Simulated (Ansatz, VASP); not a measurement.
# LiCuI2 (CuAu-ordered zincblende type (invented)): VASP beside Ansatz, part 2 of 2

Aim: how closely do two programs agree when they are given the same cell, functional and k mesh? The cell is generated by rule, not measured, and may not be a known phase. The cell is taken from a series of runs on this material, whose earlier steps may have relaxed, scaled, displaced or heated it; both programs get it as it stands.

VASP 6.6.1 and Ansatz 0.2.0.

So far: The starting structure; VASP: relaxation of cell and atoms, PBEsol, pair 1; Ansatz: relaxation of cell and atoms, PBEsol, pair 1.

### Step 4. Side by side

Known differences besides the potentials themselves: the data sets hold 56 valence electrons in Ansatz (on its default PAW (the set named soft_2) files) and 28 in VASP; the cutoff is 420 eV in Ansatz and 750 eV in VASP; Ansatz makes its cores anew for this functional, VASP keeps those of its PBE data sets; Ansatz adds a Pulay correction to the stress that steers its cell, VASP none. Total energies have different zeros and are not compared.

Compared:

```
                                         quantity  Ansatz    VASP  difference
                                      volume (Å³)  114.46  114.73     -0.23 %
edge a after relaxation, in the typed setting (Å)   4.296   4.300     -0.08 %
edge c after relaxation, in the typed setting (Å)   6.202   6.206     -0.07 %
```

### Step 5. VASP: relaxation of cell and atoms, PBEsol, pair 2

The relaxed volume is the usual yardstick between codes: in a stiff, nearly cubic crystal its relative difference is about their pressure difference at one cell divided by the bulk modulus.

File INCAR:

```
SYSTEM = LiCuI2
PREC = Accurate
ENCUT = 750
EDIFF = 1E-07
NELM = 120
ISMEAR = 0
SIGMA = 0.01
LREAL = .FALSE.
ALGO = Normal
GGA = PS
NBANDS = 20
LASPH = .TRUE.
LORBIT = 11
LWAVE = .FALSE.
LCHARG = .FALSE.
ISIF = 3
IBRION = 2
NSW = 80
EDIFFG = -0.005
GGA_COMPAT = .FALSE.
NELMIN = 4
EFERMI = MIDGAP
KPAR = 2
```

File POSCAR:

```
LiCuI2
1.0
    4.2960790000      0.0000000000      0.0000000000
    0.0000000000      4.2960790000      0.0000000000
    0.0000000000      0.0000000000      6.2017120000
Li Cu I
1 1 2
Direct
    0.0000000000      0.0000000000      0.0000000000
    0.5000000000      0.5000000000      0.5000000000
    0.0000000000      0.5000000000      0.2673834257
    0.5000000000      0.0000000000      0.7326165743
```

File KPOINTS:

```
Automatic mesh
0
Gamma
6 6 6
0 0 0
```

Potentials, in the order of the species: Li_sv, Cu and I (PBE family, release 64).

Launch:

```sh
$ mpirun -np 2 vasp_std
```

Numbers of over 12 decimals in the logs are rounded to 6 here.

Output:

```text
[banner, memory and clock lines left out]
running    2 mpi-ranks, on    1 nodes
[...]
[... a notice as in an earlier step ...]

 LDA part: xc-table for (Slater+PW92), standard interpolation
 POSCAR, INCAR and KPOINTS ok, starting setup
[...]
entering main loop
       N       E                     dE             d eps       ncg     rms          rms(c)
DAV:   1     0.210148913308E+03    0.21015E+03   -0.13314E+04  1600   0.174E+03
DAV:   2     0.117043874549E+02   -0.19844E+03   -0.18913E+03  1612   0.323E+02
DAV:   3    -0.110927349460E+02   -0.22797E+02   -0.22342E+02  2100   0.113E+02
DAV:   4    -0.128137869157E+02   -0.17211E+01   -0.17133E+01  2820   0.259E+01
[...]
DAV:  14    -0.123950653927E+02   -0.35167E-05   -0.16520E-05  2208   0.546E-02    0.966E-03
DAV:  15    -0.123950654014E+02   -0.87593E-08   -0.18263E-06  1980   0.966E-03    0.256E-03
DAV:  16    -0.123950654197E+02   -0.18291E-07   -0.38025E-07  2228   0.647E-03
   1 F= -.12395065E+02 E0= -.12395065E+02  d E =-.123951E+02
[...]
N       E                     dE             d eps       ncg     rms          rms(c)
DAV:   1    -0.123972927850E+02   -0.22274E-02   -0.38791E-02  2048   0.387E+00    0.349E-01
DAV:   2    -0.123959094178E+02    0.13834E-02   -0.24041E-02  1924   0.439E+00    0.138E-01
DAV:   3    -0.123952305662E+02    0.67885E-03   -0.48431E-03  1960   0.208E+00    0.652E-02
DAV:   4    -0.123951645809E+02    0.65985E-04   -0.53601E-04  1732   0.106E-01    0.355E-02
[...]
DAV:  11    -0.123951521078E+02    0.15158E-05   -0.39473E-06  2404   0.347E-02    0.443E-03
DAV:  12    -0.123951524415E+02   -0.33371E-06   -0.27923E-06  2464   0.242E-02    0.879E-03
DAV:  13    -0.123951523869E+02    0.54585E-07   -0.91967E-08  1032   0.522E-03
   2 F= -.12395152E+02 E0= -.12395152E+02  d E =-.869672E-04
 trial-energy change:   -0.000087  1 .order   -0.000107   -0.000191   -0.000023
 step:   1.1373(harm=  1.1373)  dis= 0.00045  next Energy=   -12.395174 (dE=-0.109E-03)
 reached required accuracy - stopping structural energy minimisation
```

Parts of OUTCAR (step 5):

```text
  Total        0.0079672      0.0079672      0.0122782      0.0000000      0.0000000      0.0000000
  in kB        0.1112338      0.1112338      0.1714223      0.0000000      0.0000000      0.0000000
  external PRESSURE =       0.1312967 kB  Pullay stress =       0.0000000 kB

 POSITION                                       TOTAL-FORCE (eV/Angst)
 -----------------------------------------------------------------------------------
      4.29969      0.00000      0.00000        -0.000000     -0.000000      0.000000
      2.14985      2.14985      3.10364        -0.000000      0.000000      0.000000
      0.00000      2.14985      1.65933        -0.000000     -0.000000      0.001771
      2.14985      0.00000      4.54796         0.000000     -0.000000     -0.001771
 -----------------------------------------------------------------------------------
    total drift:                               -0.000000      0.000000     -0.000000

  FREE ENERGIE OF THE ION-ELECTRON SYSTEM (eV)
  ---------------------------------------------------
  free  energy   TOTEN  =       -12.3951523869 eV

  energy  without entropy=      -12.3951523869  energy(sigma->0) =      -12.39515239

[... 2 parts as in an earlier step ...]

[... 2 further parts left out ...]
[key lines of the parts left out:]
E-fermi :   4.1736
```

### Step 6. Ansatz: relaxation of cell and atoms, PBEsol, pair 2

The same cell, functional and mesh now go to Ansatz, which takes its cutoff from its data sets.

The cell is taken from a series of runs on this material, whose earlier steps may have relaxed, scaled, displaced or heated it; both programs get it as it stands.

File input.yaml:

```yaml
crystal:
  lattice:
    - [4.2960791912, 0.0, 0.0]
    - [0.0, 4.2960791912, 0.0]
    - [0.0, 0.0, 6.2017122108]
  atoms:
    - { symbol: Li, position: [0.0, 0.0, 0.0] }
    - { symbol: Cu, position: [0.5, 0.5, 0.5] }
    - { symbol: I, position: [0.0, 0.5, 0.2673834275] }
    - { symbol: I, position: [0.5, 0.0, 0.7326165725] }
kpoints:
  mp_grid: { grid: [6, 6, 6] }
hamiltonian:
  xc: pbesol
scf:
  occupations: { method: fixed }
output:
  forces: true
  stress: true
  eigenvalues: true
relax:
  adjacent_minimum: "off"
  f_tol: 0.001
  max_steps: 60
  cell: { stress_tol: 0.01 }
```

Launch:

```sh
$ ansatz run input.yaml --threads 2 --pin off --max-ram 5120MiB --backend cpu --events-out ev --progress --plain --runs-dir out
```

Output:

```text
[...]
Crystal: 4 atoms, lattice volume = 114.461 Å³
Basis set: ecut = 420 eV, 2213 PW (Γ), exchange–correlation on 60×60×90 points (8 copies of the dense FFT grid, shifted against one another)
Bands: 34, of which v1, the nominal top of the filled ones, is band 28 counted from 1 (27 counted from 0)
Symmetry: 8 space group operations
[...]
k-points: 40 of 216 (time reversal used)
[...]
--- Relaxed structure (4 steps of the walk, 4 accepted, 1 SCFs on fresh bases) ---
[...]
cell:  # Å, volume = 114.6126 Å³
    - [4.297100, 0, 0]
    - [0, 4.297100, 0]
    - [0, 0, 6.206993]
  atoms:
    - { symbol: Li, position: [0, 0, 0] }
    - { symbol: Cu, position: [0.5, 0.5, 0.5] }
    - { symbol: I, position: [0, 0.5, 0.267488] }
    - { symbol: I, position: [0.5, 0, 0.732512] }
[key lines of the parts left out:]
SCF converged after 7 iterations
Free energy (F): -21658.931146 eV
Fermi energy:    5.880223 eV
P = ⅓ Tr σ = -0.0011 GPa (-0.011 kbar)
```

### Step 7. Comparison

What differs besides the data sets and the points named for the pairs above, as far as they apply: fixed occupations in Ansatz, narrow Gaussian smearing in VASP; the data sets hold 56 valence electrons in Ansatz (on its default PAW (the set named soft_2) files) and 28 in VASP. Total energies have different zeros and are not compared.

Compared:

```csv
quantity,Ansatz,VASP,difference
volume (Å³),114.61,114.76,-0.13 %
"edge a after relaxation, in the typed setting (Å)",4.297,4.300,-0.06 %
"edge c after relaxation, in the typed setting (Å)",6.207,6.207,+0.00 %
```

### Step 8. Outcome

```yaml
difference_in_volume_relaxation_of_cell_and_atoms_pbesol_pair_1: -0.23 %
difference_in_volume_relaxation_of_cell_and_atoms_pbesol_pair_2: -0.13 %
```

The difference in volume is -0.23 % (relaxation of cell and atoms, PBEsol, pair 1), within the 1.2 % picked in this series as the mark of a large difference, as far as the stopping tolerances let one tell. The data sets hold unlike numbers of valence electrons (56 in Ansatz and 28 in VASP), so part of the differences comes from the potentials. 1 further run of this series is not shown here. Such differences can come from data sets, numerical settings and the points named under the comparisons, not from the functional's error against experiment.

[Lines on the potential files, build, host, timing and source positions are cut from VASP's logs without a mark.]

[Logs are printed without paths, hosts, clocks, repeated set-up lines and the standing remarks that a program may print on its own settings, such as how far it seeks lower states.]

[Hosts, paths, dates, database ids (printed as entryN), source tags and the programs' standing remarks are cut or masked in the printed files.]
